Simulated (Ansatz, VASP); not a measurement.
# TiW2 (TiW2 in the C11b ordering): VASP beside Ansatz, part 2 of 2

One calculation is typed for both programs; each brings its own data sets. How far apart do they land? The cell is generated by rule, not measured, and may not be a known phase. Of the first pair: The two relaxations start from unlike cells of this crystal (the structure described is Ansatz's start), so only their ends are compared.

VASP 6.6.1 and Ansatz 0.2.0.

So far: Set-up; VASP: relaxation of cell and atoms, PBE, pair 1; Ansatz: relaxation of cell and atoms, PBE, pair 1; Side by side.

## Step 5: VASP: relaxation of cell and atoms, PBE, pair 2

Level of this step: PBE; plane waves and PAW (Ti_sv, W); invented cell (VASP).

The relaxed volume is the usual yardstick between codes: in a stiff, nearly cubic crystal its relative difference is about their pressure difference at one cell divided by the bulk modulus.

File INCAR:

```
SYSTEM = TiW2
PREC = Accurate
ENCUT = 600
EDIFF = 1E-07
NELM = 120
ISMEAR = 1
SIGMA = 0.2
LREAL = .FALSE.
ALGO = Normal
GGA = PE
NBANDS = 18
LASPH = .TRUE.
LORBIT = 11
LWAVE = .FALSE.
LCHARG = .FALSE.
ISIF = 3
IBRION = 2
NSW = 80
EDIFFG = -0.005
GGA_COMPAT = .FALSE.
NELMIN = 4
KPAR = 2
```

File POSCAR:

```
TiW2
1.0
    3.1771050000      0.0000000000      0.0000000000
    0.0000000000      3.1771050000      0.0000000000
    1.5885520000      1.5885520000      4.7928650000
Ti W
1 2
Direct
    0.0000000000      0.0000000000      0.0000000000
    0.6725097607      0.6725097607      0.6549806848
    0.3274903437      0.3274903437      0.3450191065
```

File KPOINTS:

```
Automatic mesh
0
Gamma
10 10 10
0 0 0
```

PAW data sets: Ti_sv and W (PBE family, release 64).

Run with:

```sh
mpirun -np 2 vasp_std
```

Numbers of over 12 decimals in the logs are rounded to 6 here.

What it wrote:

```text
[... set-up lines as in an earlier step ...]
 entering main loop
       N       E                     dE             d eps       ncg     rms          rms(c)
DAV:   1     0.192360080478E+03    0.19236E+03   -0.12671E+04  3672   0.155E+03
DAV:   2    -0.151638179804E+02   -0.20752E+03   -0.20272E+03  3732   0.403E+02
DAV:   3    -0.357011117072E+02   -0.20537E+02   -0.19713E+02  6108   0.108E+02
DAV:   4    -0.364823012087E+02   -0.78119E+00   -0.77500E+00  4782   0.199E+01
[...]
DAV:  15    -0.340170746165E+02   -0.46252E-07   -0.58961E-06  4918   0.189E-02    0.601E-03
DAV:  16    -0.340170739953E+02    0.62116E-06   -0.58554E-07  4568   0.685E-03    0.243E-03
DAV:  17    -0.340170739469E+02    0.48404E-07   -0.13631E-07  2888   0.285E-03
   1 F= -.34017074E+02 E0= -.34018335E+02  d E =-.340171E+02
[... from here on, the cycles between the ionic steps are left out ...]
   2 F= -.34002612E+02 E0= -.34003713E+02  d E =0.144623E-01
   3 F= -.34019925E+02 E0= -.34021148E+02  d E =-.285065E-02
   4 F= -.34019924E+02 E0= -.34021147E+02  d E =-.285029E-02
   5 F= -.34020044E+02 E0= -.34021243E+02  d E =-.119416E-03
   6 F= -.34020045E+02 E0= -.34021242E+02  d E =-.120502E-03
   7 F= -.34020039E+02 E0= -.34021226E+02  d E =0.525636E-05
   8 F= -.34020047E+02 E0= -.34021240E+02  d E =-.177575E-05
[...]
reached required accuracy - stopping structural energy minimisation
```

OUTCAR, selected parts (step 5):

```text
  Total       -0.0070809     -0.0070809      0.0063546      0.0000000     -0.0000000     -0.0000000
  in kB       -0.2362650     -0.2362650      0.2120313      0.0000000     -0.0000000     -0.0000000
  external PRESSURE =      -0.0868329 kB  Pullay stress =       0.0000000 kB

 POSITION                                       TOTAL-FORCE (eV/Angst)
 -----------------------------------------------------------------------------------
      0.00000      0.00000      0.00000        -0.000000      0.000000      0.000000
      3.16736      3.16736      3.13083        -0.000000     -0.000000      0.002682
      1.58368      1.58368      1.65551         0.000000      0.000000     -0.002682
 -----------------------------------------------------------------------------------
    total drift:                                0.000000      0.000000     -0.000054

  FREE ENERGIE OF THE ION-ELECTRON SYSTEM (eV)
  ---------------------------------------------------
  free  energy   TOTEN  =       -34.0200465134 eV

  energy  without entropy=      -34.0236276723  energy(sigma->0) =      -34.02124023

[... 1 part as in an earlier step ...]

[... 3 further parts left out ...]
[key lines of the parts left out:]
E-fermi :   7.5012
```

## Step 6: Ansatz: relaxation of cell and atoms, PBE, pair 2

The same cell, functional, mesh and smearing now go to Ansatz, which takes its cutoff from its data sets.

The cell is taken from a series of runs on this material, whose earlier steps may have relaxed, scaled, displaced or heated it; both programs get it as it stands.

File input.yaml:

```yaml
crystal:
  lattice:
    - [3.1771046551, 0.0, 0.0]
    - [0.0, 3.1771046551, 0.0]
    - [1.5885523275, 1.5885523275, 4.7928646117]
  atoms:
    - { symbol: Ti, position: [0.0, 0.0, 0.0] }
    - { symbol: W, position: [0.6725095938, 0.6725095938, 0.6549808124] }
    - { symbol: W, position: [0.3274904062, 0.3274904062, 0.3450191876] }
kpoints:
  mp_grid: { grid: [10, 10, 10] }
hamiltonian:
  xc: pbe
scf:
  occupations: { method: methfessel_paxton, width: 0.2 }
output:
  forces: true
  stress: true
  eigenvalues: true
relax:
  adjacent_minimum: "off"
  f_tol: 0.001
  max_steps: 60
  cell: { stress_tol: 0.01 }
```

Run with:

```sh
ansatz run input.yaml --threads 4 --pin off --max-ram 8192MiB --backend cpu --events-out ev --progress --plain --runs-dir out
```

What it wrote:

```text
[...]
Crystal: 3 atoms, lattice volume = 48.379 Å³
Basis set: ecut = 420 eV, 965 PW (Γ), exchange–correlation on 48×48×72 points (8 copies of the dense FFT grid, shifted against one another)
Bands: 24, of which v1, the nominal top of the filled ones, is band 20 counted from 1 (19 counted from 0)
Symmetry: 16 space group operations
[...]
k-points: 102 of 1000
[...]
--- Relaxed structure (3 steps of the walk, 2 accepted, 1 SCFs on fresh bases) ---
[...]
cell:  # Å, volume = 48.3701 Å³
    - [3.176166, 0, 1.6567150640238027e-11]
    - [0, 3.176166, 1.6567150568501063e-11]
    - [1.588083, 1.588083, 4.794796]
  atoms:
    - { symbol: Ti, position: [0, 0, 0] }
    - { symbol: W, position: [0.672486, 0.672486, 0.655028] }
    - { symbol: W, position: [0.327514, 0.327514, 0.344972] }
[key lines of the parts left out:]
SCF converged after 4 iterations
Free energy (F): -23269.456395 eV
Fermi energy:    18.945100 eV
P = ⅓ Tr σ = 0.0003 GPa (0.003 kbar)
```

## Step 7: Comparison

What differs besides the data sets and the points named for the pairs above, as far as they apply: the data sets hold 40 valence electrons in Ansatz (on its default PAW (the set named soft_2) files) and 24 in VASP. Total energies have different zeros and are not compared.

The two programs side by side:

| quantity | Ansatz | VASP | difference |
| --- | --- | --- | --- |
| volume (Å³) | 48.37 | 48.02 | +0.73 % |
| edge a after relaxation, in the typed setting (Å) | 3.176 | 3.167 | +0.28 % |
| edge c after relaxation, in the typed setting (Å) | 5.295 | 5.284 | +0.19 % |

## Step 8: VASP: zone-centre phonons, PBE

Second derivatives magnify differences that forces hide, and they need a tight electronic threshold.

File INCAR:

```
SYSTEM = TiW2
PREC = Accurate
ENCUT = 600
EDIFF = 1E-08
NELM = 120
ISMEAR = 1
SIGMA = 0.2
LREAL = .FALSE.
ALGO = Normal
GGA = PE
NBANDS = 18
LASPH = .TRUE.
LORBIT = 11
LWAVE = .FALSE.
LCHARG = .FALSE.
ISIF = 2
IBRION = 8
GGA_COMPAT = .FALSE.
KPAR = 2
```

File POSCAR:

```
TiW2
1.0
    3.1761660248      0.0000000000      0.0000000000
    0.0000000000      3.1761660248      0.0000000000
    1.5880830124      1.5880830124      4.7947962580
Ti W
1 2
Direct
    0.0000000000      0.0000000000      0.0000000000
    0.6724859913      0.6724859913      0.6550280174
    0.3275140087      0.3275140087      0.3449719826
```

File KPOINTS:

```
Automatic mesh
0
Gamma
6 6 6
0 0 0
```

Run with:

```sh
mpirun -np 2 vasp_std
```

What it wrote:

```text
[... set-up lines as in an earlier step ...]
 entering main loop
       N       E                     dE             d eps       ncg     rms          rms(c)
DAV:   1     0.198358534155E+03    0.19836E+03   -0.12742E+04  1080   0.156E+03
DAV:   2    -0.144662784396E+02   -0.21282E+03   -0.20753E+03  1096   0.409E+02
DAV:   3    -0.356926185679E+02   -0.21226E+02   -0.20123E+02  1800   0.110E+02
DAV:   4    -0.365039670377E+02   -0.81135E+00   -0.80619E+00  1434   0.205E+01
[...]
DAV:  17    -0.340006182687E+02    0.56408E-07   -0.76181E-08  1686   0.189E-03    0.716E-04
DAV:  18    -0.340006183046E+02   -0.35939E-07   -0.69684E-09   818   0.631E-04    0.134E-04
DAV:  19    -0.340006183049E+02   -0.29058E-09   -0.14394E-09   760   0.294E-04
   1 F= -.34000618E+02 E0= -.33995922E+02  d E =-.140901E-01
 Linear response reoptimize wavefunctions to high precision
DAV:   1    -0.340006183027E+02    0.21691E-08   -0.43854E-10   788   0.163E-04
DAV:   2    -0.340006183027E+02    0.26375E-10   -0.16011E-10   726   0.101E-04
 Linear response DOF=           4
 Linear response progress:
[...]
RMM:  12    -0.115084012826E+00    0.47072E-07    0.13133E-07  6493   0.388E-04    0.202E-05
RMM:  13    -0.115084001801E+00    0.11025E-07   -0.21460E-07  6450   0.323E-04    0.140E-05
RMM:  14    -0.115084010267E+00   -0.84656E-08    0.76731E-09  6250   0.298E-04    0.541E-06
 first order change of Fermi-energy  -0.64217E-04
 force on displaced ion       2 direction 1 :  -8.691  -0.000  -0.187
 Linear response progress:
  Degree of freedom:   4/  4
       N       E                     dE             d eps       ncg     rms          rms(c)
RMM:   1    -0.130878684766E+00   -0.13088E+00   -0.83536E-02  2132   0.193E+00
RMM:   2    -0.129825160423E+00    0.10535E-02   -0.49765E-03  2124   0.431E-01    0.306E-01
RMM:   3    -0.132456822653E+00   -0.26317E-02   -0.14527E-02  2444   0.705E-01    0.483E-01
RMM:   4    -0.128764612149E+00    0.36922E-02   -0.58552E-03  2111   0.525E-01    0.151E-01
[...]
RMM:  14    -0.129009740182E+00   -0.79352E-07   -0.86742E-08  2622   0.393E-04    0.879E-05
RMM:  15    -0.129009774672E+00   -0.34490E-07    0.53142E-08  2706   0.341E-04    0.291E-05
RMM:  16    -0.129009783927E+00   -0.92543E-08   -0.51161E-08  2758   0.296E-04    0.130E-05
 first order change of Fermi-energy  -0.10576E+01
 force on displaced ion       2 direction 3 :  -0.000  -0.000 -14.370
 Linear response finished
```

Parts of OUTCAR (step 8):

```text
  Total       -0.6549936     -0.6549936     -0.2732639      0.0000000     -0.0000000      0.0000000
  in kB      -21.6955703    -21.6955703     -9.0514119      0.0000000     -0.0000000      0.0000000
  external PRESSURE =     -17.4808508 kB  Pullay stress =       0.0000000 kB

 POSITION                                       TOTAL-FORCE (eV/Angst)
 -----------------------------------------------------------------------------------
      0.00000      0.00000      0.00000         0.000000      0.000000      0.000000
      3.17617      3.17617      3.14073        -0.000000     -0.000000     -0.050894
      1.58808      1.58808      1.65407        -0.000000     -0.000000      0.050894
 -----------------------------------------------------------------------------------
    total drift:                                0.000000     -0.000000      0.000000

[... 1 part as in an earlier step ...]

[... 1 further part left out ...]
```

Energies printed during the response cycles are not total energies of the cell.

## Step 9: Ansatz: zone-centre phonons, PBE

The same cell, functional, mesh and smearing now go to Ansatz, which takes its cutoff from its data sets.

The cell is taken from a series of runs on this material, whose earlier steps may have relaxed, scaled, displaced or heated it; both programs get it as it stands.

File input.yaml:

```yaml
crystal:
  lattice:
    - [3.1761660248, 0.0, 0.0]
    - [0.0, 3.1761660248, 0.0]
    - [1.5880830124, 1.5880830124, 4.794796258]
  atoms:
    - { symbol: Ti, position: [0.0, 0.0, 0.0] }
    - { symbol: W, position: [0.6724859913, 0.6724859913, 0.6550280174] }
    - { symbol: W, position: [0.3275140087, 0.3275140087, 0.3449719826] }
kpoints:
  mp_grid: { grid: [6, 6, 6] }
hamiltonian:
  xc: pbe
scf:
  occupations: { method: methfessel_paxton, width: 0.2 }
output:
  eigenvalues: true
phonons:
  method: dfpt
  qmesh: [2, 2, 2]
  temperatures: { t_max: 1000, t_step: 50 }
  qpath:
    path:
      - [[0.0, 0.0, 0.0], [0.5, 0.5, 0.5], [0.5, 0.5, 0.75], [0.5, 0.0, 0.5], [0.0, 0.0, 0.0], [0.0, 0.0, 0.5], [0.44515007, 0.0, 0.72257503]]
      - [[0.55484993, 0.0, 0.27742497], [0.0, 0.0, 0.0]]
      - [[0.5, 0.5, 0.5], [0.55484993, 0.44515007, 0.5]]
      - [[0.44515007, 0.44515007, 0.94515007], [0.0, 0.0, 0.5]]
    npoints: 10
```

Run with:

```sh
ansatz run input.yaml --threads 4 --pin off --max-ram 8192MiB --backend cpu --events-out ev --progress --plain --runs-dir out
```

What it wrote:

```text
[...]
largest difference from the sums on the solved wave vectors: F 7.16e-2 eV, S 1.04e-4 and C_V 3.23e-5 eV/K
  zero-point energy: 0.094541 eV/cell   skipped modes (ω ≤ 0): 3   left out of the sums: 5.95e-5 of the cell's modes: C_V's classical limit lies that fraction below 3 k_B per atom; for a crystal, a wire or a layer, F and S can be off by more, and a phonons.interpolated_qmesh denser along its periods is the remedy for the sampling
[key lines of the parts left out:]
SCF converged after 8 iterations
Free energy (F): -23269.440191 eV
Fermi energy:    18.916718 eV
```

## Step 10: Differences

What differs besides the data sets and the points named for the pairs above, as far as they apply: VASP's run holds the zone centre alone; the data sets hold 40 valence electrons in Ansatz (on its default PAW (the set named soft_2) files) and 24 in VASP. Total energies have different zeros and are not compared.

Compared:

| quantity | Ansatz | VASP | difference |
| --- | --- | --- | --- |
| optical mode 1 to 2 (cm⁻¹) | 142.6 | 140.3 | +1.59 % |
| optical mode 3 (cm⁻¹) | 192.0 | 187.8 | +2.24 % |
| optical mode 4 to 5 (cm⁻¹) | 229.8 | 228.6 | +0.54 % |
| optical mode 6 (cm⁻¹) | 241.9 | 251.8 | -3.95 % |

Modes are paired by rising frequency, not by their patterns, so a pair may set unlike modes beside each other; they are those without the splitting of longitudinal modes.

## Step 11: Outcome

```
difference in volume (relaxation of cell and atoms, PBE, pair 1)                                                  : 0.70 %
difference in volume (relaxation of cell and atoms, PBE, pair 2)                                                  : 0.73 %
r.m.s. difference of the optical zone-centre modes, each program's sorted by frequency (zone-centre phonons, PBE) : 4.6 cm⁻¹
difference in optical mode 6 (zone-centre phonons, PBE)                                                           : -3.9 %
```

The difference in volume is 0.73 % (relaxation of cell and atoms, PBE, pair 2), within the 1.2 % picked in this series as the mark of a large difference, as far as the stopping tolerances let one tell. The data sets hold unlike numbers of valence electrons (40 in Ansatz and 24 in VASP), so part of the differences comes from the potentials. Among the rows given in per cent, the largest difference of the zone-centre phonons, PBE pair is in optical mode 6, -3.9 %. 1 further run of this series is not shown here. How closely two codes agree says nothing of how well the functional describes the real material.

[Lines on the potential files, build, host, timing and source positions are cut from VASP's logs without a mark.]

[Logs are printed without paths, hosts, clocks, repeated set-up lines and the standing remarks that a program may print on its own settings, such as how far it seeks lower states.]

[Hosts, paths, dates, database ids (printed as entryN), source tags and the programs' standing remarks are cut or masked in the printed files.]
